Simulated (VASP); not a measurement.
Output of a VASP run:

**OSZICAR**
```
       N       E                     dE             d eps       ncg     rms          rms(c)
DAV:   1    -0.645458522348E+00   -0.64546E+00   -0.12336E+03  2580   0.442E+02
DAV:   2    -0.344362997127E+01   -0.27982E+01   -0.26579E+01  3522   0.276E+01
DAV:   3    -0.346403439501E+01   -0.20404E-01   -0.20289E-01  3498   0.306E+00
DAV:   4    -0.346409237839E+01   -0.57983E-04   -0.57983E-04  3642   0.145E-01
DAV:   5    -0.346409258227E+01   -0.20388E-06   -0.20369E-06  3462   0.652E-03    0.970E-01
DAV:   6    -0.345359969902E+01    0.10493E-01   -0.57285E-04  3144   0.230E-01    0.618E-01
DAV:   7    -0.344400485037E+01    0.95948E-02   -0.24179E-03  2790   0.418E-01    0.318E-02
DAV:   8    -0.344401008003E+01   -0.52297E-05   -0.14159E-05  4068   0.337E-02    0.645E-03
DAV:   9    -0.344400965846E+01    0.42157E-06   -0.96576E-07  2934   0.615E-03    0.598E-04
DAV:  10    -0.344400951510E+01    0.14335E-06   -0.32694E-09  2184   0.470E-04    0.109E-04
DAV:  11    -0.344400951035E+01    0.47513E-08   -0.27828E-10  1656   0.152E-04
   1 F= -.34440095E+01 E0= -.34440043E+01  d E =-.344401E+01
       N       E                     dE             d eps       ncg     rms          rms(c)
DAV:   1    -0.344402881286E+01   -0.19298E-04   -0.29958E-05  2766   0.450E-02    0.924E-04
DAV:   2    -0.344402883695E+01   -0.24083E-07   -0.12720E-07  3738   0.311E-03
   2 F= -.34440288E+01 E0= -.34440239E+01  d E =-.193266E-04
       N       E                     dE             d eps       ncg     rms          rms(c)
DAV:   1    -0.344407751312E+01   -0.48700E-04   -0.26960E-04  2658   0.135E-01    0.270E-03
DAV:   2    -0.344407772971E+01   -0.21659E-06   -0.11713E-06  3792   0.948E-03    0.179E-03
DAV:   3    -0.344407778725E+01   -0.57541E-07   -0.32891E-08  2502   0.187E-03
   3 F= -.34440778E+01 E0= -.34440738E+01  d E =-.682769E-04
       N       E                     dE             d eps       ncg     rms          rms(c)
DAV:   1    -0.344413415485E+01   -0.56425E-04   -0.10774E-03  2628   0.270E-01    0.556E-03
DAV:   2    -0.344413506034E+01   -0.90549E-06   -0.47592E-06  3774   0.192E-02    0.369E-03
DAV:   3    -0.344413531628E+01   -0.25593E-06   -0.13766E-07  3030   0.384E-03    0.466E-04
DAV:   4    -0.344413532270E+01   -0.64256E-08   -0.25556E-09  1794   0.521E-04
   4 F= -.34441353E+01 E0= -.34441330E+01  d E =-.125812E-03
```

**OUTCAR**
```
------------------------ aborting loop because EDIFF is reached ----------------------------------------
  FORCE on cell =-STRESS in cart. coord.  units (eV):
  Direction    XX          YY          ZZ          XY          YZ          ZX
  --------------------------------------------------------------------------------------
  Total       -0.2799888     -0.0823941     -0.0707739      0.0000000      0.0000000      0.0000000
  in kB       -9.8433310     -2.8966611     -2.4881368      0.0000000      0.0000000      0.0000000
  external PRESSURE =      -5.0760430 kB  Pullay stress =       0.0000000 kB
  volume of cell :       45.57
      direct lattice vectors                 reciprocal lattice vectors
     1.619445472 -2.763509646  0.000000000     0.308747660 -0.180929349  0.000000000
     1.619445472  2.763509646  0.000000000     0.308747660  0.180929349  0.000000000
     0.000000000  0.000000000  5.091571981     0.000000000  0.000000000  0.196402998
 POSITION                                       TOTAL-FORCE (eV/Angst)
 -----------------------------------------------------------------------------------
      1.61945      0.92812      1.27289         0.000000      0.003653     -0.000000
      1.61945     -0.92812      3.81868         0.000000     -0.003653      0.000000
 -----------------------------------------------------------------------------------
    total drift:                                0.000000      0.000000     -0.000000
  FREE ENERGIE OF THE ION-ELECTRON SYSTEM (eV)
  ---------------------------------------------------
  free  energy   TOTEN  =        -3.4441353227 eV

  energy  without entropy=       -3.4441284254  energy(sigma->0) =       -3.44413302

 reached required accuracy - stopping structural energy minimisation
```
(Selected blocks of OUTCAR.)

POSCAR:
```
Mg
1
    1.6194454721    -2.7635096455     0.0000000000
    1.6194454721     2.7635096455     0.0000000000
    0.0000000000     0.0000000000     5.0915719809
Mg
2
Direct
  0.3333330000   0.6666670000   0.2500000000
  0.6666670000   0.3333330000   0.7500000000
```

**Question.** Reconstruct the remaining input files.

**Answer.** This is not unique; one that fits is the input of the run itself, PBEsol GGA, plane waves, VASP's PBE PAW potentials (set 64).

KPOINTS:
```
Automatic mesh
0
Gamma
12 12 8
0 0 0
```

### INCAR
```
! general
SYSTEM = Mg
PREC   = Accurate
ENCUT  = 480
LREAL  = .FALSE.
LASPH  = .TRUE.

! electronic loop
EDIFF  = 1E-7
NELM   = 100
ALGO   = Normal

! smearing
ISMEAR = 1
SIGMA  = 0.1

! functional
GGA    = PS

! ions
IBRION = 2
NSW    = 30
ISIF   = 2
EDIFFG = -0.01

! output
LWAVE  = .FALSE.
LCHARG = .FALSE.
```

POTCAR, in this order: Mg (PBE.64 set). Program: vasp_std.

The compound is Mg in the hcp structure. This cell was strained or had an atom moved on purpose. Symmetry was kept, so distortions that lower it aren't found.
